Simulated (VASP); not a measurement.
A run of VASP 6.6.1 is set up as follows.

INCAR

```
SYSTEM = InP
PREC = Accurate
ENCUT = 600
EDIFF = 1E-6
ISMEAR = 0
SIGMA = 0.02
LREAL = .FALSE.
LASPH = .TRUE.
NELM = 100
ALGO = Fast
ISIF = 3
LWAVE = .FALSE.
LCHARG = .FALSE.
GGA = PE
IBRION = 2
NSW = 100
EDIFFG = -0.01
```

The input KPOINTS:

```
Automatic mesh
0
G
  10 10 10
  0 0 0
```

POSCAR

```
InP
1.0
    0.0000000000      2.9519763000      2.9519763000
    2.9519763000      0.0000000000      2.9519763000
    2.9519763000      2.9519763000      0.0000000000
In P
1 1
Direct
    0.0000000000      0.0000000000      0.0000000000
    0.2500000000      0.2500000000      0.2500000000
```

Potentials or basis: VASP PAW PBE potentials, release 64 (In_d, P).

The run is started by

```console
$ cat potpaw_PBE.64/In_d/POTCAR potpaw_PBE.64/P/POTCAR > POTCAR
$ mpirun -np 1 vasp_std > vasp.out
```

(1) What does it give for the relaxed cell?

(2) Estimate the space group after relaxing (to 0.05 Å).

Results:

(1) a = 4.214 Å, b = 4.214 Å, c = 4.214 Å, α = 60.00°, β = 60.00°, γ = 60.00°.

(2) F-43m (No. 216).
